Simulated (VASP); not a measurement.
An input for Ansatz (written as the equivalent of a VASP run, and not itself run):

Ansatz 0.2 input:
```yaml
crystal:
  lattice:
    - [0.0000000, 3.1008000, 3.1008000]
    - [3.1008000, 0.0000000, 3.1008000]
    - [3.1008000, 3.1008000, 0.0000000]
  atoms:
    - { symbol: Hg, position: [0.0000000, 0.0000000, 0.0000000] }
    - { symbol: Se, position: [0.2500000, 0.2500000, 0.2500000] }
kpoints:
  mp_grid: { grid: [7, 7, 7] }
hamiltonian:
  xc: pbe
  pseudopotentials: { kind: paw }
scf:
  occupations: { method: methfessel_paxton, width: 0.05 }
  max_iter: 100
output: { forces: true, stress: true, eigenvalues: true }
```

Question: Write the VASP files for the same calculation (PBE).

Answer: This is not unique; one that fits is 
INCAR:
```
SYSTEM = HgSe
PREC = Accurate; ENCUT = 400; LREAL = .FALSE.
LASPH = .TRUE.
EDIFF = 1E-6; NELM = 100; ALGO = Normal
LMAXMIX = 6
ISMEAR = 1; SIGMA = 0.05
GGA = PE
ISIF = 2
LWAVE = .FALSE.; LCHARG = .FALSE.
```

File POSCAR:
```
HgSe
1
    0.0000000000     3.1008000000     3.1008000000
    3.1008000000     0.0000000000     3.1008000000
    3.1008000000     3.1008000000     0.0000000000
Hg Se
1 1
Direct
  0.0000000000   0.0000000000   0.0000000000
  0.2500000000   0.2500000000   0.2500000000
```

### KPOINTS
```
Automatic mesh
0
Gamma
7 7 7
0 0 0
```

POTCAR, in this order: Hg Se (PBE.64 set). Program: vasp_std.

The two are equivalent in intent, not identical: each code has its own PAW files, so the cut-off isn't converted (ENCUT is set for VASP's; basis.ecutwfc is left out, and Ansatz then takes the one that its files recommend); Ansatz stops its SCF on the density residual and VASP on the energy change (EDIFF).

The compound is HgSe in the zinc blende structure. The cell was not relaxed at this level. The run is one of a series of settings (ISMEAR = 1 against the base run), some of them coarse on purpose.
